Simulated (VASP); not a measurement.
Method: r2SCAN+rVV10, VASP's PBE PAW potentials (set 64) (plane waves; VASP).

Input for VASP

**INCAR**
```
SYSTEM = PbF2
PREC = Accurate
ENCUT = 520
EDIFF = 1E-6
NELM = 100
ALGO = Normal
LREAL = .FALSE.
LASPH = .TRUE.
ISMEAR = 0
SIGMA = 0.05
METAGGA = R2SCAN
LUSE_VDW = .TRUE.
BPARAM = 11.95
CPARAM = 0.0093
LMIXTAU = .TRUE.
LMAXMIX = 4
LWAVE = .FALSE.
LCHARG = .FALSE.
IBRION = 2
ISIF = 3
NSW = 60
EDIFFG = -0.02
```

File POSCAR:
```
PbF2
1
    0.0000000000     2.9420447209     2.9420447209
    2.9420447209     0.0000000000     2.9420447209
    2.9420447209     2.9420447209     0.0000000000
Pb F
1 2
Direct
  0.0000000000   1.0000000000   1.0000000000
  0.2500000000   0.2500000000   0.2500000000
  0.7500000000   0.7500000000   0.7500000000
```

### KPOINTS
```
Automatic mesh
0
Gamma
6 6 6
0 0 0
```

POTCAR, in this order: Pb_d F (PBE.64 set). Program: vasp_std.

Output of the run:

**OUTCAR**
```
 ion  position               nearest neighbor table
   1  0.000  0.000  0.000-   3 2.55   3 2.55   3 2.55   2 2.55   3 2.55   2 2.55   2 2.55   2 2.55
  LATTYP: Found a face centered cubic cell.
 ALAT       =     5.8840894418
 Subroutine PRICEL returns:
 Original cell was already a primitive cell.
 Subroutine GETGRP returns: Found 48 space group operations
The static configuration has the point symmetry O_h .
The dynamic configuration has the point symmetry O_h .
 Subroutine INISYM returns: Found 48 space group operations
 Subroutine IBZKPT returns following result:
 Found     16 irreducible k-points:

 Following reciprocal coordinates:
            Coordinates               Weight
  0.000000  0.000000  0.000000      1.000000
  0.166667  0.000000  0.000000      8.000000
  0.333333  0.000000  0.000000      8.000000
  0.500000  0.000000  0.000000      4.000000
  0.166667  0.166667  0.000000      6.000000
  0.333333  0.166667  0.000000     24.000000
  0.500000  0.166667  0.000000     24.000000
 -0.333333  0.166667  0.000000     24.000000
 -0.166667  0.166667  0.000000     12.000000
  0.333333  0.333333  0.000000      6.000000
...
```

OSZICAR:
```
       N       E                     dE             d eps       ncg     rms          rms(c)
DAV:   1     0.257822882125E+03    0.25782E+03   -0.15167E+04   576   0.178E+03
DAV:   2    -0.526739001974E+02   -0.31050E+03   -0.29864E+03   660   0.464E+02
DAV:   3    -0.784707779975E+02   -0.25797E+02   -0.25578E+02   676   0.155E+02
DAV:   4    -0.792003232364E+02   -0.72955E+00   -0.72901E+00   630   0.261E+01
DAV:   5    -0.792259077433E+02   -0.25585E-01   -0.25583E-01   638   0.508E+00    0.681E+00
DAV:   6    -0.700697516243E+02    0.91562E+01   -0.57732E+00   738   0.383E+01    0.217E+00
DAV:   7    -0.690444248637E+02    0.10253E+01   -0.14848E+00   584   0.151E+01    0.169E+00
DAV:   8    -0.713861375413E+02   -0.23417E+01   -0.72779E-01   580   0.102E+01    0.817E-01
DAV:   9    -0.685948569106E+02    0.27913E+01   -0.85165E-01   580   0.873E+00    0.111E+00
DAV:  10    -0.692475658542E+02   -0.65271E+00   -0.51035E-01   576   0.615E+00    0.144E-01
DAV:  11    -0.692315430940E+02    0.16023E-01   -0.16580E-02   622   0.148E+00    0.231E-01
DAV:  12    -0.692198466863E+02    0.11696E-01   -0.18096E-02   576   0.115E+00    0.496E-01
DAV:  13    -0.692505484935E+02   -0.30702E-01   -0.21789E-02   576   0.165E+00    0.264E-01
DAV:  14    -0.692531835468E+02   -0.26351E-02   -0.28572E-03   576   0.542E-01    0.167E-01
DAV:  15    -0.692542018533E+02   -0.10183E-02   -0.14879E-04   576   0.133E-01    0.159E-01
DAV:  16    -0.692543582604E+02   -0.15641E-03   -0.22446E-03   636   0.395E-01    0.185E-02
DAV:  17    -0.692545721134E+02   -0.21385E-03   -0.11798E-04   582   0.123E-01    0.105E-02
DAV:  18    -0.692545576999E+02    0.14414E-04   -0.14217E-05   684   0.444E-02    0.372E-03
DAV:  19    -0.692545783373E+02   -0.20637E-04   -0.37922E-06   576   0.217E-02    0.308E-03
DAV:  20    -0.692545889366E+02   -0.10599E-04   -0.29361E-06   560   0.237E-02    0.168E-03
DAV:  21    -0.692545891744E+02   -0.23776E-06   -0.12150E-06   408   0.115E-02
   1 F= -.69254589E+02 E0= -.69254589E+02  d E =-.692546E+02
       N       E                     dE             d eps       ncg     rms          rms(c)
DAV:   1    -0.692679967644E+02   -0.13408E-01   -0.36273E-01   720   0.906E+00    0.816E-01
DAV:   2    -0.692555840986E+02    0.12413E-01   -0.51110E-02   602   0.246E+00    0.174E-01
DAV:   3    -0.692546848879E+02    0.89921E-03   -0.26200E-03   600   0.866E-01    0.691E-02
DAV:   4    -0.692543153881E+02    0.36950E-03   -0.12547E-03   600   0.595E-01    0.224E-02
DAV:   5    -0.692548172186E+02   -0.50183E-03   -0.15292E-04   576   0.136E-01    0.184E-02
DAV:   6    -0.692544291274E+02    0.38809E-03   -0.11872E-04   576   0.144E-01    0.108E-02
DAV:   7    -0.692548376136E+02   -0.40849E-03   -0.10628E-04   576   0.133E-01    0.462E-03
DAV:   8    -0.692548472791E+02   -0.96655E-05   -0.14478E-05   576   0.427E-02    0.138E-03
DAV:   9    -0.692548478539E+02   -0.57476E-06   -0.44510E-06   576   0.256E-02
   2 F= -.69254848E+02 E0= -.69254848E+02  d E =-.258679E-03
```

File OUTCAR:
```
------------------------ aborting loop because EDIFF is reached ----------------------------------------
  FORCE on cell =-STRESS in cart. coord.  units (eV):
  Direction    XX          YY          ZZ          XY          YZ          ZX
  --------------------------------------------------------------------------------------
  Total       -0.0500612     -0.0500612     -0.0500612     -0.0000000     -0.0000000      0.0000000
  in kB       -1.5647374     -1.5647374     -1.5647374     -0.0000000     -0.0000000      0.0000000
  external PRESSURE =      -1.5647374 kB  Pullay stress =       0.0000000 kB
  volume of cell :       51.26
      direct lattice vectors                 reciprocal lattice vectors
     0.000000000  2.948356616  2.948356616    -0.169585998  0.169585998  0.169585998
     2.948356616  0.000000000  2.948356616     0.169585998 -0.169585998  0.169585998
     2.948356616  2.948356616 -0.000000000     0.169585998  0.169585998 -0.169585998
 POSITION                                       TOTAL-FORCE (eV/Angst)
 -----------------------------------------------------------------------------------
      5.89671      2.94836      2.94836         0.000000     -0.000000     -0.000000
      1.47418      1.47418      1.47418        -0.000000     -0.000000     -0.000000
      4.42253      4.42253      4.42253         0.000000      0.000000      0.000000
 -----------------------------------------------------------------------------------
    total drift:                                0.000000     -0.000000      0.000000
  FREE ENERGIE OF THE ION-ELECTRON SYSTEM (eV)
  ---------------------------------------------------
  free  energy   TOTEN  =       -69.2548478539 eV

  energy  without entropy=      -69.2548478539  energy(sigma->0) =      -69.25484785

 reached required accuracy - stopping structural energy minimisation
```
(Selected blocks of OUTCAR.)

File CONTCAR:
```
PbF2
   1.00000000000000
     0.0000000000000000    2.9483566159580294    2.9483566159580294
     2.9483566159580294    0.0000000000000000    2.9483566159580294
     2.9483566159580294    2.9483566159580294   -0.0000000000000000
  Pb              F
     1     2
Direct
     0.0000000000000000    1.0000000000000000    1.0000000000000000
     0.2500000000000000    0.2500000000000000    0.2500000000000000
     0.7500000000000000    0.7500000000000000    0.7500000000000000
```

**OUTCAR**
```
 val. band max:        1.6673861096   @ k =  -0.3333   0.3333   0.1667

 cond. band min:       6.5777448960   @ k =   0.5000   0.5000   0.0000


 Fermi energy:         1.9684483615

 k-point     1 :       0.0000    0.0000    0.0000
  band No.  band energies     occupation
      1     -20.8275      2.00000
      2     -20.2102      2.00000
      3     -13.1715      2.00000
      4     -13.1715      2.00000
      5     -13.1715      2.00000
      6     -13.1130      2.00000
      7     -13.1130      2.00000
      8      -2.8648      2.00000
      9      -1.0683      2.00000
     10      -1.0683      2.00000
     11      -1.0683      2.00000
     12      -0.5540      2.00000
     13      -0.5540      2.00000
     14      -0.5540      2.00000
     15       8.9744      0.00000
     16       8.9744      0.00000
     17       8.9744      0.00000
     18      12.1783      0.00000

 k-point     2 :       0.1667    0.0000    0.0000
  band No.  band energies     occupation
      1     -20.7767      2.00000
      2     -20.2563      2.00000
      3     -13.1609      2.00000
      4     -13.1609      2.00000
      5     -13.1157      2.00000
      6     -13.1121      2.00000
      7     -13.1121      2.00000
      8      -3.3828      2.00000
      9      -1.2456      2.00000
     10      -1.1176      2.00000
     11      -1.1176      2.00000
     12      -0.5992      2.00000
     13      -0.5992      2.00000
     14       0.1857      2.00000
     15       8.0084      0.00000
     16       9.2123      0.00000
     17       9.2123      0.00000
     18      13.7555      0.00000

 k-point     3 :       0.3333    0.0000    0.0000
  band No.  band energies     occupation
      1     -20.6529      2.00000
      2     -20.3660      2.00000
      3     -13.1538      2.00000
      4     -13.1538      2.00000
      5     -13.0960      2.00000
      6     -13.0960      2.00000
      7     -13.0079      2.00000
      8      -4.0684      2.00000
      9      -1.4917      2.00000
...
```

Unless said otherwise, spin-orbit coupling is left out, though it shifts the bands of the heavy elements here.

The compound is PbF2 in the fluorite structure, the β form. This run relaxes it. Symmetry was kept, so distortions that lower it aren't found.
